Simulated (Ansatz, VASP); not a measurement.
# Al2InAs2P in two plane-wave programs

One calculation is typed for both programs; each brings its own data sets. How far apart do they land? The cell is generated by rule, not measured, and may not be a known phase. The cell is taken from a series of runs on this material, whose earlier steps may have relaxed, scaled, displaced or heated it; both programs get it as it stands.

Program: Ansatz 0.2.0. Level of theory: plane waves, with VASP 6.6.1 beside it; single point at PBE. Results are calculated unless marked as measured.

The structure was built from a prototype and need not be the compound's stable phase.

## (1) The starting structure

Symmetry: Imm2, No. 44, orthorhombic system. Conventional cell: a = 4.052 Å, b = 4.052 Å, c = 17.190 Å, α = 90.00°, β = 90.00°, γ = 90.00°. Nearest to Al lie 2 P at 2.48 Å and 2 As at 2.48 Å. Nearest to Al lie 4 As at 2.48 Å. Nearest to As lie 4 Al at 2.48 Å. Nearest to As lie 2 Al at 2.48 Å and 2 In at 2.48 Å. Nearest to In lie 2 P at 2.48 Å and 2 As at 2.48 Å. Nearest to P lie 2 In at 2.48 Å and 2 Al at 2.48 Å. Farther neighbours are not listed.

## (2) VASP: single point, PBE

A single point gives forces, pressure and levels at one fixed geometry, so differences don't come from the geometry; what else differs is listed under the comparison.

Lines of VASP's logs that name or quote its potential files are left out, and so is its time.

INCAR

```
SYSTEM = Al2InAs2P
PREC = Accurate
ENCUT = 500
EDIFF = 1E-06
NELM = 120
ISMEAR = 0
SIGMA = 0.1
LREAL = .FALSE.
ALGO = Normal
GGA = PE
NBANDS = 23
LORBIT = 11
LWAVE = .FALSE.
LCHARG = .FALSE.
ISIF = 2
LASPH = .TRUE.
GGA_COMPAT = .FALSE.
EFERMI = MIDGAP
KPAR = 2
```

POSCAR

```
Al2InAs2P
1.0
    2.8650000000      2.8650000000      0.0000000000
   -2.8650000000      2.8650000000      0.0000000000
    2.8650000000      0.0000000000      8.5950000000
Al As In P
2 2 1 1
Direct
    0.0000000000      0.0000000000      0.0000000000
    0.3333330000      0.6666670000      0.3333330000
    0.4166670000      0.0833330000      0.1666670000
    0.7500000000      0.7500000000      0.5000000000
    0.6666670000      0.3333330000      0.6666670000
    0.0833330000      0.4166670000      0.8333330000
```

KPOINTS

```
Automatic mesh
0
Gamma
4 4 4
0 0 0
```

Potentials, in the order of the species: Al, As, In_d and P (PBE family, release 64).

On the command line:

```bash
$ mpirun -np 2 vasp_std
```

Numbers of over 12 decimals in the logs are rounded to 6 here.

The program printed:

```text
[banner, memory and clock lines left out]
running    2 mpi-ranks, on    1 nodes
 distrk:  each k-point on    1 cores,    2 groups
 distr:  one band on    1 cores,    1 groups

 POSCAR found type information on POSCAR AlAsInP
 POSCAR found :  4 types and       6 ions
 LDA part: xc-table for (Slater+PW92), standard interpolation
 POSCAR, INCAR and KPOINTS ok, starting setup
 FFT: planning ... GRIDC
 FFT: planning ... GRID_SOFT
 FFT: planning ... GRID
 WAVECAR not read
 entering main loop
       N       E                     dE             d eps       ncg     rms          rms(c)
DAV:   1     0.211772705543E+03    0.21177E+03   -0.13517E+04   828   0.130E+03
DAV:   2    -0.488868894509E+01   -0.21666E+03   -0.20595E+03   884   0.303E+02
DAV:   3    -0.269145351502E+02   -0.22026E+02   -0.21364E+02  1106   0.975E+01
DAV:   4    -0.276765084663E+02   -0.76197E+00   -0.76056E+00  1005   0.202E+01
DAV:   5    -0.277123083721E+02   -0.35800E-01   -0.35796E-01  1301   0.434E+00    0.787E+00
DAV:   6    -0.268984392799E+02    0.81387E+00   -0.15204E+00  1283   0.143E+01    0.468E+00
DAV:   7    -0.268037175760E+02    0.94722E-01   -0.77438E-01  1215   0.554E+00    0.139E+00
DAV:   8    -0.268010437184E+02    0.26739E-02   -0.75486E-02  1188   0.268E+00    0.670E-01
DAV:   9    -0.268023238838E+02   -0.12802E-02   -0.47997E-03  1032   0.660E-01    0.345E-01
DAV:  10    -0.268030393853E+02   -0.71550E-03   -0.14045E-03  1234   0.270E-01    0.175E-01
DAV:  11    -0.268032531525E+02   -0.21377E-03   -0.58711E-04  1062   0.206E-01    0.776E-02
DAV:  12    -0.268032357456E+02    0.17407E-04   -0.92492E-05  1039   0.507E-02    0.291E-02
DAV:  13    -0.268032483262E+02   -0.12581E-04   -0.31574E-05   968   0.273E-02    0.102E-02
DAV:  14    -0.268032504553E+02   -0.21290E-05   -0.37015E-06   873   0.174E-02    0.117E-02
DAV:  15    -0.268032508062E+02   -0.35097E-06   -0.11408E-06   701   0.841E-03
   1 F= -.26803251E+02 E0= -.26803251E+02  d E =-.327888E-26
```

Parts of OUTCAR (step 2):

```text
ion  position               nearest neighbor table
   1  0.000  0.000  0.000-   6 2.48   3 2.48   3 2.48   6 2.48
   2  0.333  0.667  0.333-   3 2.48   4 2.48   3 2.48   4 2.48
   3  0.417  0.083  0.167-   2 2.48   1 2.48   2 2.48   1 2.48
   4  0.750  0.750  0.500-   2 2.48   5 2.48   2 2.48   5 2.48
   5  0.667  0.333  0.667-   6 2.48   4 2.48   6 2.48   4 2.48
   6  0.083  0.417  0.833-   5 2.48   1 2.48   5 2.48   1 2.48

  LATTYP: Found a body centered tetragonal cell.
 ALAT       =     4.0517218562
 C/A-ratio  =     4.2426406871

 Subroutine GETGRP returns: Found  4 space group operations
 (whereof  4 operations were pure point group operations)

The static configuration has the point symmetry C_2v.

 Found     18 irreducible k-points:

   k-points           NKPTS =     18   k-points in BZ     NKDIM =     18   number of bands    NBANDS=     23

   dimension x,y,z NGX =    30 NGY =   30 NGZ =   70
   dimension x,y,z NGXF=    60 NGYF=   60 NGZF=  140

   ENCUT  =  500.0 eV  36.75 Ry    6.06 a.u.   7.39  7.39 16.52*2*pi/ulx,y,z

   NELECT =      34.0000    total number of electrons

 k-points in reciprocal lattice and weights: Automatic mesh
   0.00000000  0.00000000  0.00000000       0.016
   0.25000000  0.00000000 -0.00000000       0.062
   0.00000000 -0.25000000 -0.00000000       0.062
   0.50000000  0.00000000 -0.00000000       0.031
   0.00000000  0.50000000  0.00000000       0.031
   0.25000000  0.25000000  0.00000000       0.062
   0.50000000  0.25000000 -0.00000000       0.125
   0.25000000  0.50000000  0.25000000       0.125
  -0.25000000  0.25000000  0.00000000       0.125
[...]
0.50000000  0.50000000  0.25000000       0.031
   0.00000000  0.00000000  0.50000000       0.016

 average (electrostatic) potential at core
       1 -75.8758       2 -75.8621       3 -49.1763       4 -49.2938       5 -96.4078
       6 -83.2674

 E-fermi :   5.1691

 k-point     1 :       0.0000    0.0000    0.0000
  band No.  band energies     occupation
    ...
     13       2.6329      2.00000
     14       2.6365      2.00000
     15       4.3859      2.00000
     16       4.4013      2.00000
     17       4.4259      2.00000
     18       5.9221      0.00000
     19       6.2644      0.00000
     20       6.5015      0.00000
     21       7.2465      0.00000
     22       7.4522      0.00000
    ...

 k-point     2 :       0.2500    0.0000   -0.0000
  band No.  band energies     occupation
    ...
     13       2.5511      2.00000
     14       2.6903      2.00000
     15       3.0501      2.00000
     16       3.4624      2.00000
     17       4.1934      2.00000
     18       6.8919      0.00000
     19       7.2064      0.00000
     20       7.3385      0.00000
     21       8.8932      0.00000
     22       8.9682      0.00000
    ...

 k-point     3 :       0.0000   -0.2500   -0.0000
  band No.  band energies     occupation
    ...
     13       2.5541      2.00000
     14       2.6916      2.00000
     15       3.0446      2.00000
     16       3.4602      2.00000
     17       4.1623      2.00000
     18       6.8849      0.00000
     19       7.2117      0.00000
     20       7.3307      0.00000
     21       8.8900      0.00000
     22       8.9095      0.00000
    ...

  Total        3.3244394      3.3244394      2.5884321     -0.3699003      0.0000000      0.0000000
  in kB       37.7488625     37.7488625     29.3915325     -4.2002016      0.0000000      0.0000000
  external PRESSURE =      34.9630858 kB  Pullay stress =       0.0000000 kB

  energy-cutoff  :      500.00
  volume of cell :      141.10
      direct lattice vectors                 reciprocal lattice vectors
     2.865000000  2.865000000  0.000000000     0.174520070  0.174520070 -0.058173357
    -2.865000000  2.865000000  0.000000000    -0.174520070  0.174520070  0.058173357
     2.865000000  0.000000000  8.595000000     0.000000000  0.000000000  0.116346713

 POSITION                                       TOTAL-FORCE (eV/Angst)
 -----------------------------------------------------------------------------------
      0.00000      0.00000      0.00000        -0.000000     -0.000000     -0.634593
     -0.00000      2.86500      2.86500        -0.000000     -0.000000     -0.040435
      1.43250      1.43250      1.43250        -0.000000     -0.000000     -0.039474
      1.43250      4.29750      4.29750        -0.000000      0.000000     -1.802477
      2.86500      2.86500      5.73000         0.000000      0.000000      0.883933
      1.43250      1.43250      7.16250        -0.000000     -0.000000      1.633046
 -----------------------------------------------------------------------------------
    total drift:                               -0.001223     -0.000236      0.000359

  FREE ENERGIE OF THE ION-ELECTRON SYSTEM (eV)
  ---------------------------------------------------
  free  energy   TOTEN  =       -26.8032508062 eV

  energy  without entropy=      -26.8032508062  energy(sigma->0) =      -26.80325081

 total charge
# of ion       s       p       d       tot
------------------------------------------
    1        0.396   0.343   0.000   0.740
    2        0.402   0.357   0.000   0.759
    3        1.192   1.664   0.022   2.878
    4        1.197   1.685   0.027   2.910
    5        0.842   0.877   9.914  11.633
    6        1.018   1.528   0.000   2.545
--------------------------------------------------
tot          5.047   6.454   9.964  21.465

[... 3 further parts left out ...]
```

The run ends at a pressure of 3.50 GPa, with forces up to 1.8 eV/Å.

## (3) Ansatz: single point, PBE

Ansatz runs on its default PAW (the set named soft_2) files.

The same cell, functional, mesh and smearing now go to Ansatz, which takes its cutoff from its data sets.

input.yaml

```yaml
crystal:
  lattice:
    - [2.865, 2.865, 0.0]
    - [-2.865, 2.865, 0.0]
    - [2.865, 0.0, 8.595]
  atoms:
    - { symbol: Al, position: [0.0, 0.0, 0.0] }
    - { symbol: Al, position: [0.333333, 0.666667, 0.333333] }
    - { symbol: As, position: [0.416667, 0.083333, 0.166667] }
    - { symbol: As, position: [0.75, 0.75, 0.5] }
    - { symbol: In, position: [0.666667, 0.333333, 0.666667] }
    - { symbol: P, position: [0.083333, 0.416667, 0.833333] }
kpoints:
  mp_grid: { grid: [4, 4, 4] }
hamiltonian:
  xc: pbe
scf:
  occupations: { method: gaussian, width: 0.1 }
output:
  forces: true
  stress: true
  eigenvalues: true
```

On the command line:

```bash
$ ansatz run input.yaml --threads 4 --pin off --max-ram 14336MiB --backend cpu --events-out ev --progress --plain --runs-dir out
```

The program printed:

```text
Warning: the atoms were moved onto the symmetric positions of the space group found under crystal.symmetry.tolerance 1.0e-5 (fractional; no operation is sought that the atoms, as they stand in a round, miss by more than twice it, and no atom is moved by as much as it), and the run uses the moved positions. Before a round's move an operation carried an atom to 5.73e-6 Å from where it should land, the largest such dist [...]
Engine: ansatz 0.2.0, aarch64-unknown-linux-gnu
Pseudopotentials: kind: paw
Pseudopotential: Al, paw, valence charge 3, recommended cutoff 420 eV (normal), Al.paw.azcp
Pseudopotential: As, paw, valence charge 15, recommended cutoff 420 eV (normal), As.paw.azcp
Pseudopotential: In, paw, valence charge 13, recommended cutoff 420 eV (normal), In.paw.azcp
Pseudopotential: P, paw, valence charge 5, recommended cutoff 420 eV (normal), P.paw.azcp
Functional definition: PBE
  parameter kappa = 0.804
  parameter beta = 0.066725
  exchange = pbe_x(kappa = kappa, mu = beta*pi^2/3)
  correlation = pbe_c(beta = beta)
Crystal: 6 atoms, lattice volume = 141.099 Å³
Basis set: ecut = 420 eV, 2785 PW (Γ), exchange–correlation on 60×60×128 points (8 copies of the dense FFT grid, shifted against one another)
Bands: 33, of which v1, the nominal top of the filled ones, is band 27 counted from 1 (26 counted from 0)
Symmetry: 4 space group operations
Space group: Imm2 (ITA 44), of the structure as read, at distance tolerance 5.2e-5 Å
k-points: 18 of 64 (time reversal used)
Non-local potential: Al, projectors of the file, l = 0: 2, l = 1: 2, l = 2: 1
Non-local potential: As, projectors of the file, l = 0: 2, l = 1: 2, l = 2: 3, l = 3: 1
Non-local potential: In, projectors of the file, l = 0: 2, l = 1: 2, l = 2: 2, l = 3: 2
Non-local potential: P, projectors of the file, l = 0: 2, l = 1: 2, l = 2: 2
PAW form: soft (Blöchl's): semilocal exchange-correlation on the pseudo side does not see the compensation charge
PAW one-centre angular grid: Al, 110 points (default); XC on 64 Gauss nodes
PAW one-centre angular grid: As, 590 points (default); XC on 64 Gauss nodes
PAW one-centre angular grid: In, 590 points (default); XC on 64 Gauss nodes
PAW one-centre angular grid: P, 110 points (default); XC on 64 Gauss nodes
Initial density: superposition of atomic densities (neutral atoms: chi_scale 0, normalization atom), corrected by the library's trained network
Initial wavefunctions: pseudopotential atomic-orbital guess
Functional: x = pbe(κ = 0.804, μ = 0.219515), c = pbe(β = 0.066725)
SCF iter   1: F=—  HF=-17142.859498 eV  |F-HF|=—  |Δ(HF+E_count)|=         —  Δρ=1.53e-3  dr2=5.57e-3  ethr=1.77e-3  ⟨swp⟩=7.3  Hψ=2885  notcnv=0
preconditioner: auto → Resta (q_TF=auto, 2.325 Å⁻¹)  ε∞=3.7  [insulator: Δε(μ)=1.476 eV  Ē_g=11.089 eV  σ=0.100 eV  W_gap=1.00  n_scr=34 (ndim 8)  ℏωp=18.2 eV  f_vac=0.010  D(μ)=0.00/eV (n_scr^D=0)  ε∞_Penn≈3.7]
SCF iter   2: F=—  HF=-17142.856008 eV  |F-HF|=—  |Δ(HF+E_count)|=   3.49e-3  Δρ=7.63e-4  dr2=1.31e-3  ethr=1.03e-5  ⟨swp⟩=2.9  Hψ=973  notcnv=0
SCF iter   3: F=—  HF=-17142.855913 eV  |F-HF|=—  |Δ(HF+E_count)|=   9.51e-5  Δρ=2.11e-4  dr2=1.24e-4  ethr=2.42e-6  ⟨swp⟩=2.0  Hψ=775  notcnv=0
automatic band count: iteration 3 solves 32 bands in place of 33: the levels show a gap, and the empty bands left out lie too high to hold charge; the band table lists the bands solved (type scf.n_extra_bands for more)
SCF iter   4: F=—  HF=-17142.855914 eV  |F-HF|=—  |Δ(HF+E_count)|=   8.53e-7  Δρ=8.67e-5  dr2=1.89e-5  ethr=2.30e-7  ⟨swp⟩=2.1  Hψ=1048  notcnv=0
SCF iter   5: F=—  HF=-17142.855891 eV  |F-HF|=—  |Δ(HF+E_count)|=   2.26e-5  Δρ=3.64e-5  dr2=2.58e-6  ethr=3.50e-8  ⟨swp⟩=2.0  Hψ=1046  notcnv=0
SCF iter   6: F=—  HF=-17142.855895 eV  |F-HF|=—  |Δ(HF+E_count)|=   3.50e-6  Δρ=1.12e-5  dr2=2.37e-7  ethr=4.77e-9  ⟨swp⟩=2.0  Hψ=1047  notcnv=0
SCF iter   7: F=-17142.855895 eV  HF=-17142.855895 eV  |F-HF|=1.50e-8  |Δ(HF+E_count)|=   3.66e-7  Δρ=2.92e-6  dr2=1.63e-8  ethr=1.85e-10  ⟨swp⟩=9.6  Hψ=2831  notcnv=0
SCF 1 converged in 7 iterations: F = -17142.855895 eV  dr2 = 1.63e-8
  greatest PAW one-centre occupation: 0.999 electrons in one spin orbital (limit 2), on the As atom at site 3 (counted from 0), in its partial waves of l = 2
SCF converged after 7 iterations
Free energy (F): -17142.855895 eV
Harris-Foulkes:  -17142.855895 eV  (|F-HF|=1.50e-8)
Internal energy: -17142.855895 eV  (E = F + TS)
E sigma→0 (E₀):  -17142.855895 eV
Fermi energy:    7.404384 eV
--- Per-component energies (eV) ---
  E_band       = -585.740870
  E_kinetic    = 568.172421
  E_local      = -6153.270514  (includes V_loc(G=0)·N_el)
  E_nonlocal   = -918.904226
  E_hartree    = 3076.205018
  E_xc         = -515.270604
  E_vxc        = -377.402588  (∫ρ·V_xc dr)
  E_paw        = -9330.995262  (= ΣΔE_a)
  E_vpaw       = 143.252334  (= ΣTr[D̂ρ^β])
  E_aug_tail   = 0.000041  (compensation charges beyond the density's cutoff)
  E_ewald      = -3868.792768
  E_smearing   = -0.000000  (= −TS)
  E_closure    = -0.000000  (closes the sum)
  Σ components = -17142.855895   (vs F -17142.855895, Δ=0.00e0)
--- Forces (eV/Å), atoms counted from 1 ---
  atom   1  Al    -0.00000000    -0.00000000    -0.61724709
  atom   2  Al    -0.00000000    -0.00000000    -0.03997587
  atom   3  As    -0.00000000     0.00000000    -0.03815564
  atom   4  As    -0.00000000    -0.00000000    -1.80295298
  atom   5  In     0.00000000     0.00000000     0.86384090
  atom   6  P      0.00000000    -0.00000000     1.63451225
  max |Σ_I F_I| component: 2.16e-5 eV/Å
--- Stress (GPa, compression-positive) ---
        3.694240      -0.416551       0.000000
       -0.416551       3.694240      -0.000000
        0.000000      -0.000000       2.862380
  P = ⅓ Tr σ = 3.4170 GPa (34.170 kbar)
--- Band table (eV; the first three rows and the last of 18) ---
  k-point 0: bands = [... 23 lower, 4.8767, 6.6212, 6.6360, 6.6618, 8.1551, 8.5075, 8.7464, 9.4869, ... 1 higher]
  k-point 1: bands = [... 23 lower, 5.2480, 5.8113, 6.3880, 6.4162, 8.2659, 8.9779, 9.0803, 9.1833, ... 1 higher]
  k-point 2: bands = [... 23 lower, 5.6755, 5.7138, 5.9424, 6.0075, 8.1614, 8.8906, 9.7339, 9.8367, ... 1 higher]
  k-point 17: bands = [... 23 lower, 4.1143, 4.1377, 4.1891, 4.2473, 8.5948, 8.6760, 9.2934, 9.4795, ... 1 higher]
```

In the SCF lines HF is the Harris–Foulkes energy and dr2 the Hartree energy of the density residual, in eV; the loop may stop once dr2 is under the threshold and the program's other checks hold. Hψ counts applications of the Hamiltonian.

The run ends at a pressure of 3.42 GPa, with forces up to 1.8 eV/Å.

## (4) Comparison

Known differences besides the potentials themselves: the data sets hold 54 valence electrons in Ansatz (on its default PAW (the set named soft_2) files) and 34 in VASP; the cutoff is 420 eV in Ansatz and 500 eV in VASP. Total energies have different zeros and are not compared.

The two programs side by side:

```tsv
quantity	Ansatz	VASP	difference
pressure (GPa)	3.42	3.50	-0.08
gap on the k mesh (eV)	1.493	1.486	+0.007
```

Forces (eV/Å; atoms numbered as in POSCAR):

```tsv
atom	Ansatz x, y, z	VASP x, y, z
Al1	0.000, 0.000, -0.617	0.000, 0.000, -0.635
Al2	0.000, 0.000, -0.040	0.000, 0.000, -0.040
As3	0.000, 0.000, -0.038	0.000, 0.000, -0.039
As4	0.000, 0.000, -1.803	0.000, 0.000, -1.802
In5	0.000, 0.000, 0.864	0.000, 0.000, 0.884
P6	0.000, 0.000, 1.635	0.000, 0.000, 1.633
```

The forces differ by 6.3 meV/Å r.m.s., which is 1.0 % of the r.m.s. force of 0.628 eV/Å (both taken over all components). A gap on the mesh is an upper bound, since the band edges may lie between its points.

## (5) Results

| Property | Result |
| --- | --- |
| r.m.s. force difference (single point, PBE) | 1.00 % of the r.m.s. force |

**Reading.** The r.m.s. force difference is 1.00 % of the r.m.s. force (single point, PBE), within the 3 % picked in this series as the mark of a large difference. The data sets hold unlike numbers of valence electrons (54 in Ansatz and 34 in VASP), so part of the differences comes from the potentials. Such differences can come from data sets, numerical settings and the points named under the comparisons, not from the functional's error against experiment.

[Lines on the potential files, build, host, timing and source positions are cut from VASP's logs without a mark.]

[Logs are printed without paths, hosts, clocks, repeated set-up lines and the standing remarks that a program may print on its own settings, such as how far it seeks lower states.]

[Hosts, paths, dates, database ids (printed as entryN), source tags and the programs' standing remarks are cut or masked in the printed files.]
